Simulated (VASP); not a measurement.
# Al2Pt: formation energy of a vacancy on the Al site, part 2 of 4

Wanted: what a vacancy on the Al site costs in Al2Pt and how the lattice relaxes round it. The start is a cell from a database of measured crystal structures.

VASP 6.6.1, plane waves and PAW; the level of theory is named at each step.

So far. Step 2 (Relaxing the host crystal): The run ended after 3 ionic steps, 0.002 eV below its first step, once forces and stress met EDIFFG = -0.02.

The database entry behind the starting cell differs from later determinations by our own check (0.1 to 0.3 % short, probably kX units), so it need not match the best structure at ambient conditions.

**3. The perfect supercell**

Level of this step: PBEsol; plane waves and PAW (Pt, Al) (VASP).

System of this step: Al2Pt. The structure is cubic, space group Fm-3m (No. 225). The conventional cell has a = 5.893 Å, b = 5.893 Å, c = 5.893 Å, α = 90.00°, β = 90.00°, γ = 90.00°. Nearest to Pt lie 8 Al at 2.55 Å. Nearest to Al lie 4 Pt at 2.55 Å. Farther neighbours are not listed.

The same cell, mesh and cutoff without the defect give the energy to subtract and, in a gapped host, the band edges to count from, so that most errors cancel.

Contents of INCAR:

```
SYSTEM = Al2Pt
PREC = Normal
ENCUT = 300
EDIFF = 1E-05
NELM = 120
ISMEAR = 1
SIGMA = 0.2
LREAL = Auto
ALGO = Fast
GGA = PS
NBANDS = 88
LASPH = .TRUE.
LORBIT = 11
LWAVE = .FALSE.
LCHARG = .FALSE.
KPAR = 4
```

Contents of POSCAR:

```
Al2Pt
1.0
    0.0000000000      5.8933561788      5.8933561788
    5.8933561788      0.0000000000      5.8933561788
    5.8933561788      5.8933561788      0.0000000000
Pt Al
8 16
Direct
    0.0000000000      0.0000000000      0.0000000000
    0.0000000000      0.0000000000      0.5000000000
    0.0000000000      0.5000000000      0.0000000000
    0.0000000000      0.5000000000      0.5000000000
    0.5000000000      0.0000000000      0.0000000000
    0.5000000000      0.0000000000      0.5000000000
    0.5000000000      0.5000000000      0.0000000000
    0.5000000000      0.5000000000      0.5000000000
    0.3750000000      0.3750000000      0.3750000000
    0.3750000000      0.3750000000      0.8750000000
    0.3750000000      0.8750000000      0.3750000000
    0.3750000000      0.8750000000      0.8750000000
    0.8750000000      0.3750000000      0.3750000000
    0.8750000000      0.3750000000      0.8750000000
    0.8750000000      0.8750000000      0.3750000000
    0.8750000000      0.8750000000      0.8750000000
    0.1250000000      0.1250000000      0.1250000000
    0.1250000000      0.1250000000      0.6250000000
    0.1250000000      0.6250000000      0.1250000000
    0.1250000000      0.6250000000      0.6250000000
    0.6250000000      0.1250000000      0.1250000000
    0.6250000000      0.1250000000      0.6250000000
    0.6250000000      0.6250000000      0.1250000000
    0.6250000000      0.6250000000      0.6250000000
```

Contents of KPOINTS:

```
Automatic mesh
0
Gamma
4 4 4
0 0 0
```

PAW data sets: Pt and Al (PBE family, release 64).

Command:

```sh
$ mpirun -np 4 vasp_std
```

Log:

```text
[banner, memory and clock lines left out]
running    4 mpi-ranks, on    1 nodes
 distrk:  each k-point on    1 cores,    4 groups
 distr:  one band on    1 cores,    1 groups

 POSCAR found type information on POSCAR PtAl
 POSCAR found :  2 types and      24 ions
 [... a notice as in an earlier step ...]

 LDA part: xc-table for (Slater+PW92), standard interpolation
 POSCAR, INCAR and KPOINTS ok, starting setup
 FFT: planning ... GRIDC
 FFT: planning ... GRID_SOFT
 FFT: planning ... GRID
 WAVECAR not read
 entering main loop
       N       E                     dE             d eps       ncg     rms          rms(c)
DAV:   1     0.323374403771E+03    0.32337E+03   -0.38280E+04  1424   0.804E+02
DAV:   2    -0.125529832901E+03   -0.44890E+03   -0.41635E+03  1672   0.178E+02
DAV:   3    -0.146912779082E+03   -0.21383E+02   -0.20880E+02  1688   0.355E+01
DAV:   4    -0.147186429984E+03   -0.27365E+00   -0.27304E+00  1632   0.459E+00
DAV:   5    -0.147191102825E+03   -0.46728E-02   -0.46709E-02  1624   0.610E-01    0.254E+01
RMM:   6    -0.142920032570E+03    0.42711E+01   -0.21817E+01  1428   0.130E+01    0.640E+00
RMM:   7    -0.142268225784E+03    0.65181E+00   -0.13658E+00  1479   0.310E+00    0.420E+00
RMM:   8    -0.142034289235E+03    0.23394E+00   -0.36317E-01  1515   0.162E+00    0.782E-01
RMM:   9    -0.142032097964E+03    0.21913E-02   -0.88569E-02  1576   0.769E-01    0.511E-01
RMM:  10    -0.142032951200E+03   -0.85324E-03   -0.16233E-02  1577   0.347E-01    0.342E-01
RMM:  11    -0.142033652324E+03   -0.70112E-03   -0.69597E-03  1572   0.216E-01    0.113E-01
RMM:  12    -0.142033331903E+03    0.32042E-03   -0.17109E-03  1587   0.113E-01    0.529E-02
RMM:  13    -0.142033363481E+03   -0.31578E-04   -0.37212E-04  1656   0.460E-02    0.612E-02
RMM:  14    -0.142033363751E+03   -0.26991E-06   -0.48721E-05  1235   0.181E-02
   1 F= -.14203336E+03 E0= -.14202638E+03  d E =-.209411E-01
```

Wall time 18 s (4 MPI ranks of Intel Xeon Platinum 8488C (Sapphire Rapids), shared host); peak memory 1 GiB.

From OUTCAR (step 3):

```text
  LATTYP: Found a face centered cubic cell.
 ALAT       =    11.7867123576

The static configuration has the point symmetry O_h .

 Found      8 irreducible k-points:

   k-points           NKPTS =      8   k-points in BZ     NKDIM =      8   number of bands    NBANDS=     88

   dimension x,y,z NGX =    36 NGY =   36 NGZ =   36
   dimension x,y,z NGXF=    72 NGYF=   72 NGZF=   72

   ENCUT  =  300.0 eV  22.05 Ry    4.70 a.u.  11.77 11.77 11.77*2*pi/ulx,y,z

   NELECT =     128.0000    total number of electrons

 E-fermi :   7.8576

 k-point     1 :       0.0000    0.0000    0.0000
  band No.  band energies     occupation
    ...
     57       6.2681      2.00000
     58       6.2681      2.00000
     59       6.2682      2.00000
     60       6.2682      2.00000
     61       6.2682      2.00000
     62       8.9087     -0.00000
     63       8.9087     -0.00000
     64       8.9087     -0.00000
     65       8.9087     -0.00000
     66       8.9087     -0.00000
    ...

 k-point     2 :       0.2500    0.0000    0.0000
  band No.  band energies     occupation
    ...
     57       6.3696      2.00000
     58       6.3696      2.00000
     59       6.7193      2.00000
     60       6.7193      2.00000
     61       6.7193      2.00000
     62       8.1692     -0.05005
     63       8.1692     -0.05004
     64       8.1692     -0.05004
     65       8.5015     -0.00005
     66       8.5015     -0.00005
    ...

  Total        0.4435251      0.4435251      0.4435251     -0.0000000      0.0000000     -0.0000000
  in kB        1.7358441      1.7358441      1.7358441     -0.0000000      0.0000000     -0.0000000
  external PRESSURE =       1.7358441 kB  Pullay stress =       0.0000000 kB

  energy-cutoff  :      300.00
  volume of cell :      409.37
      direct lattice vectors                 reciprocal lattice vectors
     0.000000000  5.893356179  5.893356179    -0.084841300  0.084841300  0.084841300
     5.893356179  0.000000000  5.893356179     0.084841300 -0.084841300  0.084841300
     5.893356179  5.893356179  0.000000000     0.084841300  0.084841300 -0.084841300

 POSITION                                       TOTAL-FORCE (eV/Angst)
 -----------------------------------------------------------------------------------
      0.00000      0.00000      0.00000         0.000000      0.000000      0.000000
      2.94668      2.94668      0.00000         0.000000      0.000000      0.000000
      2.94668      0.00000      2.94668         0.000000      0.000000      0.000000
      5.89336      2.94668      2.94668         0.000000      0.000000      0.000000
      0.00000      2.94668      2.94668         0.000000      0.000000      0.000000
      2.94668      5.89336      2.94668         0.000000      0.000000      0.000000
      2.94668      2.94668      5.89336         0.000000      0.000000      0.000000
      5.89336      5.89336      5.89336         0.000000      0.000000      0.000000
      4.42002      4.42002      4.42002         0.000000     -0.000000      0.000000
      7.36670      7.36670      4.42002         0.000000     -0.000000      0.000000
      7.36670      4.42002      7.36670        -0.000000     -0.000000      0.000000
     10.31337      7.36670      7.36670         0.000000     -0.000000      0.000000
      4.42002      7.36670      7.36670         0.000000     -0.000000      0.000000
      7.36670     10.31337      7.36670         0.000000     -0.000000      0.000000
      7.36670      7.36670     10.31337        -0.000000     -0.000000      0.000000
     10.31337     10.31337     10.31337        -0.000000     -0.000000      0.000000
      1.47334      1.47334      1.47334        -0.000000     -0.000000     -0.000000
      4.42002      4.42002      1.47334        -0.000000     -0.000000     -0.000000
      4.42002      1.47334      4.42002        -0.000000     -0.000000     -0.000000
      7.36670      4.42002      4.42002        -0.000000      0.000000     -0.000000
      1.47334      4.42002      4.42002        -0.000000     -0.000000     -0.000000
      4.42002      7.36670      4.42002        -0.000000     -0.000000     -0.000000
      4.42002      4.42002      7.36670        -0.000000     -0.000000     -0.000000
      7.36670      7.36670      7.36670        -0.000000     -0.000000     -0.000000
 -----------------------------------------------------------------------------------
    total drift:                                0.000000      0.000000      0.000000

  FREE ENERGIE OF THE ION-ELECTRON SYSTEM (eV)
  ---------------------------------------------------
  free  energy   TOTEN  =      -142.0333637508 eV

  energy  without entropy=     -142.0124226733  energy(sigma->0) =     -142.02638339

 total charge
# of ion       s       p       d       tot
------------------------------------------
    1        0.833   0.729   8.167   9.729
    2        0.833   0.729   8.167   9.729
    3        0.833   0.729   8.167   9.729
    4        0.833   0.729   8.167   9.729
    5        0.833   0.729   8.167   9.729
    6        0.833   0.729   8.167   9.729
    7        0.833   0.729   8.167   9.729
    8        0.833   0.729   8.167   9.729
    9        0.401   0.370   0.000   0.771
   10        0.401   0.370   0.000   0.771
   11        0.401   0.370   0.000   0.771
   12        0.401   0.370   0.000   0.771
   13        0.401   0.370   0.000   0.771
   14        0.401   0.370   0.000   0.771
   15        0.401   0.370   0.000   0.771
   16        0.401   0.370   0.000   0.771
   17        0.401   0.370   0.000   0.771
   18        0.401   0.370   0.000   0.771
   19        0.401   0.370   0.000   0.771
   20        0.401   0.370   0.000   0.771
   21        0.401   0.370   0.000   0.771
   22        0.401   0.370   0.000   0.771
   23        0.401   0.370   0.000   0.771
   24        0.401   0.370   0.000   0.771
--------------------------------------------------
tot         13.081  11.753  65.335  90.169

[... 1 part as in an earlier step ...]

[... 7 further parts left out ...]
```

This step gave:

* electronic cycles: 14
* electrons: 128
* free energy (TOTEN): -142.0334 eV
* energy at zero smearing: -142.0264 eV
* Fermi energy: 7.858 eV

The host is treated as a metal, as its relaxation found a gap under 0.3 eV or none, and only the neutral defect is run.

**4. Reference Al**

This step: PBEsol; plane waves and PAW (Al) (VASP 6.6.1).

System of this step: Al. Symmetry: Fm-3m, No. 225, cubic system. The conventional cell has a = 4.050 Å, b = 4.050 Å, c = 4.050 Å, α = 90.00°, β = 90.00°, γ = 90.00°. Nearest to Al lie 12 Al at 2.86 Å.

The reference for Al is its crystal, relaxed at the cutoff of the large cell.

Contents of INCAR:

```
SYSTEM = Al
PREC = Normal
ENCUT = 300
EDIFF = 1E-05
NELM = 120
ISMEAR = 1
SIGMA = 0.1
LREAL = Auto
ALGO = Fast
GGA = PS
NBANDS = 7
LORBIT = 11
LWAVE = .FALSE.
LCHARG = .FALSE.
KPAR = 4
IBRION = 2
NSW = 25
ISIF = 3
EDIFFG = -0.02
POTIM = 0.4
```

Contents of POSCAR:

```
Al
1.0
    0.0000000000      2.0250000000      2.0250000000
    2.0250000000      0.0000000000      2.0250000000
    2.0250000000      2.0250000000      0.0000000000
Al
1
Direct
    0.0000000000      0.0000000000      0.0000000000
```

Contents of KPOINTS:

```
Automatic mesh
0
Gamma
11 11 11
0 0 0
```

Potentials, in the order of the species: Al (PBE family, release 64).

Command:

```sh
$ mpirun -np 4 vasp_std
```

Log:

```text
[banner, memory and clock lines left out]
running    4 mpi-ranks, on    1 nodes
 distrk:  each k-point on    1 cores,    4 groups
 distr:  one band on    1 cores,    1 groups

 POSCAR found type information on POSCAR Al
 POSCAR found :  1 types and       1 ions
|                                                                             |
|               ----> ADVICE to this user running VASP <----                  |
|                                                                             |
|     You have a (more or less) 'small supercell' and for smaller cells       |
|     it is recommended to use the reciprocal-space projection scheme!        |
|     The real-space optimization is not efficient for small cells and it     |
|     is also less accurate ...                                               |
|     Therefore, set LREAL=.FALSE. in the INCAR file.                         |
|                                                                             |

 [... a notice as in an earlier step ...]

 LDA part: xc-table for (Slater+PW92), standard interpolation
 POSCAR, INCAR and KPOINTS ok, starting setup
 FFT: planning ... GRIDC
 FFT: planning ... GRID_SOFT
 FFT: planning ... GRID
 WAVECAR not read
 entering main loop
       N       E                     dE             d eps       ncg     rms          rms(c)
DAV:   1    -0.339889723903E+01   -0.33989E+01   -0.62391E+02   924   0.136E+02
DAV:   2    -0.411874576712E+01   -0.71985E+00   -0.70505E+00  1134   0.155E+01
DAV:   3    -0.412181216849E+01   -0.30664E-02   -0.30592E-02  1064   0.990E-01
DAV:   4    -0.412181622148E+01   -0.40530E-05   -0.40528E-05  1134   0.289E-02
DAV:   5    -0.412181622294E+01   -0.14546E-08   -0.19907E-08  1113   0.503E-04    0.146E+00
RMM:   6    -0.410495784155E+01    0.16858E-01   -0.14659E-03   784   0.200E-01    0.842E-01
RMM:   7    -0.409351503586E+01    0.11443E-01   -0.43791E-03   784   0.335E-01    0.139E-01
RMM:   8    -0.409353034024E+01   -0.15304E-04   -0.25402E-04   784   0.103E-01    0.368E-02
RMM:   9    -0.409353385079E+01   -0.35106E-05   -0.31048E-05   778   0.379E-02
   1 F= -.40935339E+01 E0= -.40930863E+01  d E =-.409353E+01
 curvature:   0.00 expect dE= 0.000E+00 dE for cont linesearch  0.000E+00
 trial: gam= 0.00000 g(F)=  0.440E-65 g(S)=  0.618E-02 ort = 0.000E+00 (trialstep = 0.100E+01)
 search vector abs. value=  0.618E-02
 bond charge predicted
       N       E                     dE             d eps       ncg     rms          rms(c)
DAV:   1    -0.409689963758E+01   -0.33693E-02   -0.36172E-02   882   0.856E-01    0.146E-01
RMM:   2    -0.409672048968E+01    0.17915E-03   -0.15870E-04   784   0.945E-02    0.653E-02
RMM:   3    -0.409660255911E+01    0.11793E-03   -0.53668E-05   784   0.389E-02    0.212E-02
RMM:   4    -0.409660195380E+01    0.60530E-06   -0.14231E-05   594   0.227E-02
   2 F= -.40966020E+01 E0= -.40962081E+01  d E =-.306810E-02
 trial-energy change:   -0.003068  1 .order   -0.002999   -0.006182    0.000183
 step:   0.9730(harm=  0.9713)  dis= 0.00000  next Energy=    -4.096604 (dE=-0.307E-02)
 reached required accuracy - stopping structural energy minimisation
```

It took 1 s on 4 MPI ranks; peak memory 0.37 GiB; 1.7 s of CPU time.

Parts of OUTCAR (step 4):

```text
  LATTYP: Found a face centered cubic cell.
 ALAT       =     4.0500000000

The static configuration has the point symmetry O_h .

 Found     56 irreducible k-points:

   k-points           NKPTS =     56   k-points in BZ     NKDIM =     56   number of bands    NBANDS=      7

   dimension x,y,z NGX =    12 NGY =   12 NGZ =   12
   dimension x,y,z NGXF=    24 NGYF=   24 NGZF=   24

   ENCUT  =  300.0 eV  22.05 Ry    4.70 a.u.   4.04  4.04  4.04*2*pi/ulx,y,z

   NELECT =       3.0000    total number of electrons

 E-fermi :   8.1729

 k-point     1 :       0.0000    0.0000    0.0000
  band No.  band energies     occupation
      1      -3.1069      2.00000
      2      20.9073      0.00000
      3      20.9074      0.00000
      4      20.9074      0.00000
      5      22.5222      0.00000
      6      22.5222      0.00000
    ...

 k-point     2 :       0.0909    0.0000    0.0000
  band No.  band energies     occupation
      1      -2.8793      2.00000
      2      17.9774      0.00000
      3      20.2873      0.00000
      4      20.2873      0.00000
      5      23.1556      0.00000
      6      23.4935      0.00000
    ...

  Total        0.0068343      0.0068343      0.0068343     -0.0000000      0.0000000     -0.0000000
  in kB        0.6772846      0.6772846      0.6772846     -0.0000000      0.0000000     -0.0000000
  external PRESSURE =       0.6772846 kB  Pullay stress =       0.0000000 kB

  energy-cutoff  :      300.00
  volume of cell :       16.17
      direct lattice vectors                 reciprocal lattice vectors
    -0.000000000  2.006941414  2.006941414    -0.249135324  0.249135324  0.249135324
     2.006941414  0.000000000  2.006941414     0.249135324 -0.249135324  0.249135324
     2.006941414  2.006941414  0.000000000     0.249135324  0.249135324 -0.249135324

 POSITION                                       TOTAL-FORCE (eV/Angst)
 -----------------------------------------------------------------------------------
      2.00694      0.00000      2.00694        -0.000000     -0.000000     -0.000000
 -----------------------------------------------------------------------------------
    total drift:                               -0.000000      0.000000     -0.000000

  FREE ENERGIE OF THE ION-ELECTRON SYSTEM (eV)
  ---------------------------------------------------
  free  energy   TOTEN  =        -4.0966019538 eV

  energy  without entropy=       -4.0954203869  energy(sigma->0) =       -4.09620810

 total charge
# of ion       s       p       d       tot
------------------------------------------
    1        0.431   0.350   0.000   0.781

[... 2 parts as in an earlier step ...]

[... 7 further parts left out ...]
```

CONTCAR:

```
Al
   1.00000000000000
    -0.0000000000000000    2.0069414136315018    2.0069414136315018
     2.0069414136315022    0.0000000000000000    2.0069414136315018
     2.0069414136315022    2.0069414136315018    0.0000000000000000
  Al
     1
Direct
     0.0000000000000000    1.0000000000000000    0.0000000000000000
```

This run has no spin polarisation. Its electron count is odd, so without a moment it is a metal by construction.

Relaxation path:

| step | energy less that of the first step (eV) | largest force (eV/Å) | pressure (GPa) | volume (Å³) |
| --- | --- | --- | --- | --- |
| 1 | 0.0000 | 0.0000 | -2.23 | 16.61 |
| 2 | -0.0031 | 0.0000 | 0.07 | 16.17 |

| conventional cell, symmetrised | before | after | change |
| --- | --- | --- | --- |
| a (Å) | 4.050 | 4.014 | -0.9 % |
| b (Å) | 4.050 | 4.014 | -0.9 % |
| c (Å) | 4.050 | 4.014 | -0.9 % |
| volume (Å³/atom) | 16.61 | 16.17 | -2.7 % |

Final coordinates:

```cif
data_structure
_symmetry_space_group_name_H-M 'P 1'
_symmetry_Int_Tables_number 1
_cell_length_a 2.8382
_cell_length_b 2.8382
_cell_length_c 2.8382
_cell_angle_alpha 60.000
_cell_angle_beta 60.000
_cell_angle_gamma 60.000
_cell_volume 16.17
loop_
_atom_site_label
_atom_site_type_symbol
_atom_site_fract_x
_atom_site_fract_y
_atom_site_fract_z
_atom_site_occupancy
Al1 Al 0.00000 0.00000 0.00000 1
```

Numbers from this step:

- electronic cycles: 13
- electrons: 3
- free energy (TOTEN): -4.097 eV
- energy at zero smearing: -4.096 eV
- Fermi energy: 8.173 eV

The run ended after 2 ionic steps, 0.003 eV below its first step, once forces and stress met EDIFFG = -0.02.

Energy at zero smearing: -4.09621 eV.

(Part 2 of 4 ends here.)

[Lines on the potential files, build, host, timing and source positions are cut from VASP's logs without a mark.]

[Logs are printed without paths, hosts, clocks, repeated set-up lines and the standing remarks that a program may print on its own settings, such as how far it seeks lower states.]

[Hosts, paths, dates, database ids (printed as entryN), source tags and the programs' standing remarks are cut or masked in the printed files.]

[In band tables of VASP the shares of atoms and orbitals are scaled to a sum of 1 inside the atoms' spheres.]

[Runs that stopped without an error message from VASP are left out.]
